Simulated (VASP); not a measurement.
The input files of a VASP run:

**KPOINTS**
```
Automatic mesh
0
Gamma
12 12 8
0 0 0
```

### INCAR
```
SYSTEM = Hf
PREC = Accurate
ENCUT = 480
EDIFF = 1E-7
NELM = 100
ALGO = Normal
LREAL = .FALSE.
LASPH = .TRUE.
ISMEAR = 1
SIGMA = 0.1
GGA = PS
LMAXMIX = 6
LWAVE = .FALSE.
LCHARG = .FALSE.
ISIF = 3
IBRION = 2
NSW = 40
EDIFFG = -0.01
PSTRESS = 20
```

**POSCAR**
```
Hf
1
    1.5675978494    -2.7151590833     0.0000000000
    1.5675978494     2.7151590833    -0.0000000000
    0.0000000000    -0.0000000000     4.9705672295
Hf
2
Direct
  0.3333330000   0.6666670000   0.2500000000
  0.6666670000   0.3333330000   0.7500000000
```

POTCAR, in this order: Hf_pv (PBE.64 set). Program: vasp_std.

### Question
Write an equivalent input for Ansatz.

### Answer
One equivalent input (not run):
Ansatz 0.2 input:
```yaml
crystal:
  lattice:
    - [1.5675978, -2.7151591, 0.0000000]
    - [1.5675978, 2.7151591, 0.0000000]
    - [0.0000000, 0.0000000, 4.9705672]
  atoms:
    - { symbol: Hf, position: [0.3333330, 0.6666670, 0.2500000] }
    - { symbol: Hf, position: [0.6666670, 0.3333330, 0.7500000] }
kpoints:
  mp_grid: { grid: [12, 12, 8] }
hamiltonian:
  xc: pbesol
  pseudopotentials: { kind: paw }
scf:
  occupations: { method: methfessel_paxton, width: 0.1 }
  max_iter: 100
relax:
  max_steps: 40
  f_tol: 0.01
  cell: { p_target: 2 }
output: { forces: true, stress: true, eigenvalues: true }
```
Limits of the translation: each code has its own PAW files, so the cut-off isn't converted (ENCUT is set for VASP's; basis.ecutwfc is left out, and Ansatz then takes the one that its files recommend); Ansatz stops its SCF on the density residual and VASP on the energy change (EDIFF).

The compound is Hf in the hcp structure. It was relaxed first under an external pressure of 2 GPa.
